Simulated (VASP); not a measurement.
Calculation: r2SCAN+rVV10, VASP's PBE PAW potentials (set 64) (plane waves; VASP).

VASP input:

**KPOINTS**
```
Automatic mesh
0
Gamma
  13 13 13
```

### POSCAR
```
Zr
1.0
 -1.7843269698   1.7843269698   1.7843269698
  1.7843269698  -1.7843269698   1.7843269698
  1.7843269698   1.7843269698  -1.7843269698
Zr
1
Cart
  0.0000000000   0.0000000000   0.0000000000
```

### INCAR
```
SYSTEM  =  Zr
PREC  =  Accurate; ENCUT  =  400; LREAL  =  .FALSE.
LASPH  =  .TRUE.
EDIFF  =  1E-6; NELM  =  100; ALGO  =  Normal
LMAXMIX  =  4; LMIXTAU  =  .TRUE.
ISMEAR  =  1; SIGMA  =  0.1
METAGGA  =  R2SCAN; LUSE_VDW  =  .TRUE.; BPARAM  =  11.95
CPARAM  =  0.0093
IBRION  =  2; NSW  =  60; ISIF  =  3
EDIFFG  =  -0.01
LWAVE  =  .FALSE.; LCHARG  =  .FALSE.
```

POTCAR, in this order: Zr_sv (PBE.64 set). Program: vasp_std.

The resulting files:

File OSZICAR:
```
       N       E                     dE             d eps       ncg     rms          rms(c)
DAV:   1     0.566404830124E+02    0.56640E+02   -0.64039E+03  1696   0.102E+03
DAV:   2    -0.257747849460E+02   -0.82415E+02   -0.80867E+02  1856   0.284E+02
DAV:   3    -0.290212090055E+02   -0.32464E+01   -0.31716E+01  2428   0.465E+01
DAV:   4    -0.291280117600E+02   -0.10680E+00   -0.10627E+00  2056   0.800E+00
DAV:   5    -0.291309755151E+02   -0.29638E-02   -0.29632E-02  2288   0.996E-01    0.134E+01
DAV:   6    -0.214869562611E+02    0.76440E+01   -0.45590E+00  2218   0.197E+01    0.266E+00
DAV:   7    -0.228590097791E+02   -0.13721E+01   -0.29283E-01  1766   0.649E+00    0.154E+00
DAV:   8    -0.218011444320E+02    0.10579E+01   -0.10302E+00  1906   0.908E+00    0.170E+00
DAV:   9    -0.223974877042E+02   -0.59634E+00   -0.84790E-01  1800   0.696E+00    0.595E-01
DAV:  10    -0.223988944528E+02   -0.14067E-02   -0.84964E-03  1940   0.107E+00    0.476E-01
DAV:  11    -0.223604361832E+02    0.38458E-01   -0.76792E-03  2448   0.916E-01    0.643E-01
DAV:  12    -0.224161487331E+02   -0.55713E-01   -0.10805E-02  2098   0.130E+00    0.222E-01
DAV:  13    -0.224153479858E+02    0.80075E-03   -0.29209E-03  1802   0.680E-01    0.165E-01
DAV:  14    -0.224153792071E+02   -0.31221E-04   -0.51163E-04  2516   0.150E-01    0.172E-01
DAV:  15    -0.224153773476E+02    0.18595E-05   -0.57143E-05  1856   0.817E-02    0.199E-01
DAV:  16    -0.224154299778E+02   -0.52630E-04   -0.19738E-04  1860   0.153E-01    0.159E-01
DAV:  17    -0.224154765958E+02   -0.46618E-04   -0.30238E-04  1934   0.185E-01    0.129E-01
DAV:  18    -0.224154352256E+02    0.41370E-04   -0.56097E-05  1786   0.839E-02    0.972E-02
DAV:  19    -0.224154289551E+02    0.62704E-05   -0.10449E-04  2370   0.113E-01    0.476E-02
DAV:  20    -0.224153944706E+02    0.34485E-04   -0.15465E-05  1956   0.442E-02    0.253E-02
DAV:  21    -0.224153923395E+02    0.21311E-05   -0.31161E-06  1806   0.208E-02    0.928E-03
DAV:  22    -0.224153806751E+02    0.11664E-04   -0.17460E-06  1294   0.159E-02    0.133E-03
DAV:  23    -0.224153823902E+02   -0.17151E-05   -0.84759E-08   870   0.368E-03    0.630E-04
DAV:  24    -0.224153821766E+02    0.21360E-06   -0.26547E-08   870   0.196E-03
   1 F= -.22415382E+02 E0= -.22414778E+02  d E =-.224154E+02
       N       E                     dE             d eps       ncg     rms          rms(c)
DAV:   1    -0.224157537452E+02   -0.37135E-03   -0.13473E-02  1858   0.139E+00    0.193E-01
DAV:   2    -0.224153854641E+02    0.36828E-03   -0.98986E-04  1870   0.383E-01    0.511E-02
DAV:   3    -0.224153391948E+02    0.46269E-04   -0.39209E-04  1914   0.185E-01    0.331E-02
DAV:   4    -0.224153562601E+02   -0.17065E-04   -0.45285E-05  1834   0.728E-02    0.163E-02
DAV:   5    -0.224153680396E+02   -0.11780E-04   -0.35404E-05  1892   0.639E-02    0.726E-03
DAV:   6    -0.224153823973E+02   -0.14358E-04   -0.18272E-05  2382   0.441E-02    0.311E-03
DAV:   7    -0.224153819800E+02    0.41728E-06   -0.40387E-06  1778   0.237E-02
   2 F= -.22415382E+02 E0= -.22414745E+02  d E =0.196659E-06
       N       E                     dE             d eps       ncg     rms          rms(c)
DAV:   1    -0.224154817253E+02   -0.99328E-04   -0.33938E-03  1818   0.700E-01    0.968E-02
DAV:   2    -0.224153903796E+02    0.91346E-04   -0.25126E-04  1834   0.194E-01    0.260E-02
DAV:   3    -0.224153854830E+02    0.48965E-05   -0.10169E-04  1930   0.930E-02    0.166E-02
DAV:   4    -0.224153828762E+02    0.26069E-05   -0.97727E-06  1766   0.342E-02    0.846E-03
DAV:   5    -0.224153890950E+02   -0.62188E-05   -0.88767E-06  2112   0.304E-02    0.338E-03
DAV:   6    -0.224153860288E+02    0.30662E-05   -0.31976E-06  1670   0.199E-02    0.939E-04
DAV:   7    -0.224153886169E+02   -0.25881E-05   -0.76530E-07   890   0.105E-02    0.675E-04
DAV:   8    -0.224153884251E+02    0.19176E-06   -0.52253E-08   860   0.269E-03
   3 F= -.22415388E+02 E0= -.22414768E+02  d E =-.624850E-05
```

### OUTCAR
```
------------------------ aborting loop because EDIFF is reached ----------------------------------------
  FORCE on cell =-STRESS in cart. coord.  units (eV):
  Direction    XX          YY          ZZ          XY          YZ          ZX
  --------------------------------------------------------------------------------------
  Total       -0.0006007     -0.0006007     -0.0006007      0.0000000     -0.0000000      0.0000000
  in kB       -0.0423952     -0.0423952     -0.0423952      0.0000000     -0.0000000      0.0000000
  external PRESSURE =      -0.0423952 kB  Pullay stress =       0.0000000 kB
  volume of cell :       22.70
      direct lattice vectors                 reciprocal lattice vectors
    -1.783741424  1.783741424  1.783741424     0.000000000  0.280309687  0.280309687
     1.783741424 -1.783741424  1.783741424     0.280309687  0.000000000  0.280309687
     1.783741424  1.783741424 -1.783741424     0.280309687  0.280309687  0.000000000
 POSITION                                       TOTAL-FORCE (eV/Angst)
 -----------------------------------------------------------------------------------
      0.00000     -0.00000      0.00000         0.000000     -0.000000      0.000000
 -----------------------------------------------------------------------------------
    total drift:                                0.000000     -0.000000      0.000000
  FREE ENERGIE OF THE ION-ELECTRON SYSTEM (eV)
  ---------------------------------------------------
  free  energy   TOTEN  =       -22.4153884251 eV

  energy  without entropy=      -22.4135272434  energy(sigma->0) =      -22.41476803

 reached required accuracy - stopping structural energy minimisation
```
(Selected blocks of OUTCAR.)

File CONTCAR:
```
Zr
   1.00000000000000
    -1.7837414243586824    1.7837414243586824    1.7837414243586824
     1.7837414243586824   -1.7837414243586824    1.7837414243586824
     1.7837414243586824    1.7837414243586824   -1.7837414243586824
  Zr
     1
Direct
     0.0000000000000000    0.0000000000000000    0.0000000000000000
```

OUTCAR:
```
 val. band max:        9.0327555760   @ k =  -0.2308   0.2308   0.2308

 cond. band min:       9.0723030241   @ k =   0.2308   0.0769   0.0000


 Fermi energy:         9.0348733393

 k-point     1 :       0.0000    0.0000    0.0000
  band No.  band energies     occupation
      1     -41.1243      2.00000
      2     -17.8868      2.00000
      3     -17.8868      2.00000
      4     -17.8868      2.00000
      5       3.2418      2.00000
      6      10.3355     -0.00000
      7      10.3355     -0.00000
      8      10.3355     -0.00000
      9      12.9257      0.00000
     10      12.9257      0.00000

 k-point     2 :       0.0769    0.0000    0.0000
  band No.  band energies     occupation
      1     -41.1141      2.00000
      2     -17.9550      2.00000
      3     -17.9072      2.00000
      4     -17.8877      2.00000
      5       3.4580      2.00000
      6      10.1854     -0.00000
      7      10.2766     -0.00000
      8      10.5425     -0.00000
      9      12.6995      0.00000
     10      12.9221      0.00000

 k-point     3 :       0.1538    0.0000    0.0000
  band No.  band energies     occupation
      1     -41.0857      2.00000
      2     -18.1396      2.00000
      3     -17.9625      2.00000
      4     -17.8894      2.00000
      5       4.0625      2.00000
      6       9.8029     -0.00000
      7      10.0101     -0.00000
      8      11.1503      0.00000
      9      12.3881      0.00000
     10      12.9367      0.00000

 k-point     4 :       0.2308    0.0000    0.0000
  band No.  band energies     occupation
      1     -41.0453      2.00000
      2     -18.3918      2.00000
      3     -18.0395      2.00000
      4     -17.8919      2.00000
      5       4.9004      2.00000
      6       9.3281     -0.00027
      7       9.5660     -0.00000
      8      12.1153      0.00000
      9      12.4129      0.00000
     10      13.0197      0.00000

 k-point     5 :       0.3077    0.0000    0.0000
...
```

The structure comes from a measured Zr entry (Im-3m) of the Crystallography Open Database, whose conditions weren't checked. This run relaxes it. Symmetry was kept, so distortions that lower it aren't found. The start is the result of an earlier pass.
